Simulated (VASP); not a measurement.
Input for VASP

KPOINTS:
```
Automatic
0
gamma
18 18 18
0 0 0
```

### POSCAR
```
Ni
1
    0.0000000000     1.6996369514     1.6996369514
    1.6996369514     0.0000000000     1.6996369514
    1.6996369514     1.6996369514     0.0000000000
Ni
1
Direct
  0.0000000000   0.0000000000   0.0000000000
```

**INCAR**
```
! general
SYSTEM   = Ni
PREC     = Accurate
ENCUT    = 520
LREAL    = .FALSE.
LASPH    = .TRUE.

! electronic loop
EDIFF    = 1E-7
NELM     = 100
ALGO     = Normal
LMAXMIX  = 4

! smearing
ISMEAR   = 1
SIGMA    = 0.1

! functional
GGA      = CX
LUSE_VDW = .TRUE.
AGGAC    = 0.0

! spin
ISPIN    = 2
MAGMOM   = 0.6

! ions
ISIF     = 2

! output
LWAVE    = .FALSE.
LCHARG   = .FALSE.
LORBIT   = 10
```

POTCAR, in this order: Ni (PBE.64 set). Program: vasp_std.

**Question.** Translate this vdW-DF-cx calculation to Quantum ESPRESSO's pw.x.

**Answer.** One equivalent input (not run):
```
&CONTROL
  calculation = 'scf'
  pseudo_dir = './pseudo'
  outdir = './out'
  tprnfor = .true.
  tstress = .true.
/
&SYSTEM
  ibrav = 0
  nat = 1
  ntyp = 1
  ecutwfc = 98
  occupations = 'smearing'
  smearing = 'methfessel-paxton'
  degauss = 0.00735
  input_dft = 'vdw-df-cx'
  nspin = 2
  starting_magnetization(1) = 0.06
/
&ELECTRONS
  conv_thr = 7.3e-09
  electron_maxstep = 100
/
ATOMIC_SPECIES
  Ni 58.693 Ni.upf
CELL_PARAMETERS angstrom
     0.0000000    1.6996370    1.6996370
     1.6996370    0.0000000    1.6996370
     1.6996370    1.6996370    0.0000000
ATOMIC_POSITIONS crystal
  Ni   0.0000000  0.0000000  0.0000000
K_POINTS automatic
  18 18 18 0 0 0
```
The two are equivalent in intent, not identical: the potentials are each code's own (VASP's PAW set, PseudoDojo norm-conserving files in pw.x), so ENCUT and ecutwfc are chosen apart and not converted; conv_thr bounds pw.x's estimated SCF error, while EDIFF bounds the energy change between steps; starting_magnetization is a fraction of the valence charge and MAGMOM a moment in μB, so they match only roughly.

The compound is Ni in the fcc structure. This cell is one point of a volume scan, at 0.94 of the reference volume.
